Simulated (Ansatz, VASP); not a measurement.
# One calculation of Ta2NbO3, two programs

```
Ta Nb O
1.0
     5.15074    0.00000    0.00000
    -2.57537    4.46068    0.00000
     0.00000    0.00000    3.20815
Ta Nb O
2 1 3
Direct
  0.33333 0.66667 0.00000
  0.66667 0.33333 0.00000
  0.00000 0.00000 0.00000
  0.50000 0.00000 0.50000
  0.50000 0.50000 0.50000
  0.00000 0.50000 0.50000
```

Change from the starting cell: species swapped into the DyCo3B2 type (P6/mmm, No. 191).

Alike in both runs: functional PBE; k mesh 6 × 6 × 6; occupations gaussian, width 0.1 eV; no spin polarisation.

Ansatz relaxed the structure, and its values are those at the end. VASP's run is a single point on that final structure, the one shown.

```csv
,VASP,Ansatz
version,VASP 6.6.1,Ansatz 0.2.0
potentials or method,"VASP PAW PBE potentials, release 64 (Ta_pv, Nb_sv, O)","scalar-relativistic, plane waves, PAW"
plane-wave cutoff (eV),520,420
valence electrons in the cell,53,57
```

```tsv
	VASP	Ansatz	Ansatz less VASP
gap on the k mesh at the Fermi level (eV)	none	none	-
pressure (GPa)	0.4	0.0	-0.37
```

A gap of «none» marks a metal or a gap that the smearing closes. The functional is the same, so the differences come from potentials, cutoffs and numerics. The two sets of potentials don't hold the same shells in valence.

Caveats: an odd number of electrons without spin polarisation forces a metal; a magnetic or distorted state may lie lower. The runs have no spin-orbit coupling, so splittings on Ta are missing.
